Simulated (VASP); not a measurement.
Consider the following.

```
HgTe
1.0
    0.00000     3.23000     3.23000
    3.23000     0.00000     3.23000
    3.23000     3.23000     0.00000
Hg Te
1 1
Direct
  0.00000   0.00000   0.00000
  0.25000   0.25000   0.25000
```

Method: r2SCAN+rVV10, VASP's PBE PAW potentials (set 64) (plane waves; VASP 6.6.1). Settings: 520 eV cut-off, 7×7×7 Γ-centred mesh, Gaussian smearing of 0.050 eV, potentials Hg Te.

Energy and stress use the plane-wave basis of the starting cell.

Question: The ions, cell shape and volume are relaxed. Predict the relaxed structure.

Answer: 
```
HgTe
1.0
    0.00000     3.27031     3.27031
    3.27031     0.00000     3.27031
    3.27031     3.27031     0.00000
Hg Te
1 1
Direct
  0.00000   0.00000   0.00000
  0.25000   0.25000   0.25000
```
Space group F-43m (216), at a tolerance of 0.03 Å.

Question: How do energy and volume change from the first to the last step?

Answer: The energy (σ→0) changes by -6.7 meV/atom and the volume by +3.8 %, in 3 ionic steps.

```tsv
step	E(σ→0) (eV)	max force (eV/Å)	pressure (GPa)	volume (Å³)
1	-74.6102	0.000	1.75	67.40
2	-74.6214	0.000	-0.63	71.05
3	-74.6236	0.000	0.01	69.95
```

The compound is HgTe in the zinc blende structure. This run relaxes it. Symmetry was kept, so distortions that lower it aren't found.
